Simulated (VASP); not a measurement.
Here is the system:

```xyz
5
Lattice="3.7898 0.0000 0.0000 0.0000 3.7898 0.0000 0.0000 0.0000 3.7898" Properties=species:S:1:pos:R:3 pbc="T T T"
K      0.0000     0.0000     0.0000
Zn     1.8949     1.8949     1.8949
F      1.8949     0.0000     1.8949
F      0.0000     1.8949     1.8949
F      1.8949     1.8949     0.0000
```

These are LDA (Ceperley-Alder, Perdew-Zunger), VASP's LDA PAW potentials (set 64) (plane waves; VASP) values and carry that method's errors. Run with 620 eV cut-off, 6×6×6 Γ-centred mesh, Gaussian smearing of 0.050 eV, potentials K_sv Zn F.

Energy and stress use the plane-wave basis of the starting cell.

**Question.** The ions, cell shape and volume at an external pressure of 30.0 GPa are relaxed. Give the cell that the relaxation ends in.

**Answer.** 
```xyz
5
Lattice="3.7289 0.0000 0.0000 0.0000 3.7289 0.0000 0.0000 0.0000 3.7289" Properties=species:S:1:pos:R:3 pbc="T T T"
K      0.0000     0.0000     0.0000
Zn     1.8644     1.8644     1.8644
F      1.8644     0.0000     1.8644
F      0.0000     1.8644     1.8644
F      1.8644     1.8644     0.0000
```
Space group Pm-3m (221), at a tolerance of 0.03 Å.

**Question.** How do energy and volume change from the first to the last step?

**Answer.** The energy (σ→0) changes by +79.7 meV/atom and the volume by -4.7 %, in 3 ionic steps.

```tsv
step	E(σ→0) (eV)	max force (eV/Å)	pressure (GPa)	volume (Å³)
1	-22.6214	0.000	19.99	54.43
2	-21.6382	0.000	42.66	49.25
3	-22.2228	0.000	29.88	51.85
```

The compound is KZnF3 in the cubic perovskite structure. This run relaxes it under an external pressure of 30 GPa. Symmetry was kept, so distortions that lower it aren't found.
